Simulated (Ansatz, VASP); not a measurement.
# One calculation of B2O, two programs

Contents of INCAR:

```
SYSTEM = B2O
ALGO = Normal ; EDIFF = 1E-7
ENCUT = 520 ; GGA = PE
ISIF = 2 ; ISMEAR = -1
LASPH = .True. ; LCHARG = .False.
LREAL = .False. ; LWAVE = .False.
NBANDS = 21 ; NELM = 100
PREC = Accurate ; SIGMA = 0.05
```

File KPOINTS:

```
k-points
0
Gamma
  11 11 4
  0 0 0
```

Contents of POSCAR:

```
B2O
1.0
    2.8790000000      0.0000000000      0.0000000000
   -1.4395000000      2.4932871375      0.0000000000
    0.0000000000      0.0000000000      7.0520000000
O B
2 4
Direct
    0.3333333333      0.6666666667      0.6940000000
    0.6666666667      0.3333333333      0.3060000000
    0.3333333333      0.6666666667      0.9770000000
    0.6666666667      0.3333333333      0.0230000000
    0.0000000000      0.0000000000      0.6200000000
    0.0000000000      0.0000000000      0.3800000000
```

File input.yaml:

```yaml
crystal:
  lattice:
    - [2.879, 0.0, 0.0]
    - [-1.4395, 2.4932871375, 0.0]
    - [0.0, 0.0, 7.052]
  atoms:
    - { symbol: O, position: [0.3333333333, 0.6666666667, 0.694] }
    - { symbol: O, position: [0.6666666667, 0.3333333333, 0.306] }
    - { symbol: B, position: [0.3333333333, 0.6666666667, 0.977] }
    - { symbol: B, position: [0.6666666667, 0.3333333333, 0.023] }
    - { symbol: B, position: [0.0, 0.0, 0.62] }
    - { symbol: B, position: [0.0, 0.0, 0.38] }
hamiltonian:
  xc: pbe
  pseudopotentials: { kind: paw }
kpoints:
  mp_grid: { grid: [11, 11, 4] }
scf:
  occupations: { method: fermi_dirac, width: 0.05 }
output:
  forces: true
  stress: true
  eigenvalues: true
```

Alike in both runs: task single point; functional PBE; k mesh 11 × 11 × 4; occupations fermi-dirac, width 0.05 eV; no spin polarisation.

|  | VASP | Ansatz |
| --- | --- | --- |
| version | VASP 6.6.1 | Ansatz 0.2.0 |
| potentials or method | VASP PAW PBE potentials, release 64 (O, B) | Ansatz PAW |
| plane-wave cutoff (eV) | 520 | 420 |
| valence electrons in the cell | 24 | 24 |

Ansatz gave:

* gap on the k mesh at the Fermi level (eV): none
* pressure (GPa): -19.1
* largest component of the traceless stress (GPa): 18.86
* rms of the force components (eV/Å): 0.068

Q: What did VASP give for the same quantities?

A: gap on the k mesh at the Fermi level (eV): none; pressure (GPa): -19.2; largest component of the traceless stress (GPa): 18.68; rms of the force components (eV/Å): 0.065.

Atom by atom the forces differ by 0.006 eV/Å (rms over components). A gap of «none» marks a metal or a gap that the smearing closes.

Caveats: so large a pressure means that the cell lies far from this level's equilibrium, or that cutoff or potentials fall short (VASP); the pressure holds a Pulay correction of +0.7 GPa for the finite cutoff (Ansatz).
